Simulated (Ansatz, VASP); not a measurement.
**Sr3SnTe in VASP and in Ansatz**

The input INCAR:

```
SYSTEM = Sr3SnTe
PREC     = Accurate       ! precision mode
ENCUT    = 520            ! plane-wave cutoff, eV
EDIFF    = 1E-7           ! SCF threshold, eV
ISMEAR   = 0              ! smearing method
SIGMA    = 0.05           ! smearing width, eV
LREAL    = .FALSE.        ! projectors in reciprocal space
LASPH    = .TRUE.         ! aspherical terms in the spheres
NELM     = 100            ! most SCF steps
ALGO     = Normal         ! electronic algorithm
ISIF     = 2              ! what is computed and relaxed
LWAVE    = .FALSE.        ! write WAVECAR
LCHARG   = .FALSE.        ! write CHGCAR
GGA      = PS             ! functional
NBANDS   = 33             ! bands
```

File KPOINTS:

```
Automatic mesh
0
G
  4 4 4
  0 0 0
```

File POSCAR:

```
Sr3SnTe
1.0
    6.2200262507      0.0000000000      0.0000000000
    0.0000000000      6.2200262507      0.0000000000
    0.0000000000      0.0000000000      6.2200262507
Sn Te Sr
1 1 3
Direct
    0.0000000000      0.0000000000      0.0000000000
    0.5000000000      0.5000000000      0.5000000000
    0.5000000000      0.5000000000      0.0000000000
    0.5000000000      0.0000000000      0.5000000000
    0.0000000000      0.5000000000      0.5000000000
```

Input for Ansatz:

```yaml
crystal:
  lattice:
    - [6.2200262507, 0.0, 0.0]
    - [0.0, 6.2200262507, 0.0]
    - [0.0, 0.0, 6.2200262507]
  atoms:
    - { symbol: Sn, position: [0.0, 0.0, 0.0] }
    - { symbol: Te, position: [0.5, 0.5, 0.5] }
    - { symbol: Sr, position: [0.5, 0.5, 0.0] }
    - { symbol: Sr, position: [0.5, 0.0, 0.5] }
    - { symbol: Sr, position: [0.0, 0.5, 0.5] }
basis:
  ecutwfc: 420
kpoints:
  mp_grid: { grid: [4, 4, 4] }
hamiltonian:
  xc: pbesol
scf:
  occupations: { method: gaussian, width: 0.05 }
output:
  forces: true
  stress: true
  eigenvalues: true
```

The cell comes from a database or a generator and needn't be the stable form of this composition.

Alike in both runs: task single point; functional PBEsol; k mesh 4 × 4 × 4; occupations gaussian, width 0.05 eV; no spin polarisation.

|  | VASP | Ansatz |
| --- | --- | --- |
| version | VASP 6.6.1 | Ansatz 0.2.0 |
| potentials or method | VASP PAW PBE potentials, release 64 (Sn_d, Te, Sr_sv) | scalar-relativistic, plane waves, PAW |
| plane-wave cutoff (eV) | 520 | 420 |
| valence electrons in the cell | 50 | 60 |

|  | VASP | Ansatz | Ansatz less VASP |
| --- | --- | --- | --- |
| gap on the k mesh at the Fermi level (eV) | none | none | - |
| pressure (GPa) | -1.9 | -2.0 | -0.06 |

A gap of «none» marks a metal or a gap that the smearing closes. The two sets of potentials don't hold the same shells in valence.

Caveats: the PAW data sets were made with another functional, which shifts forces and pressure a little (VASP). Spin-orbit coupling is left out, which matters for the levels of Te.
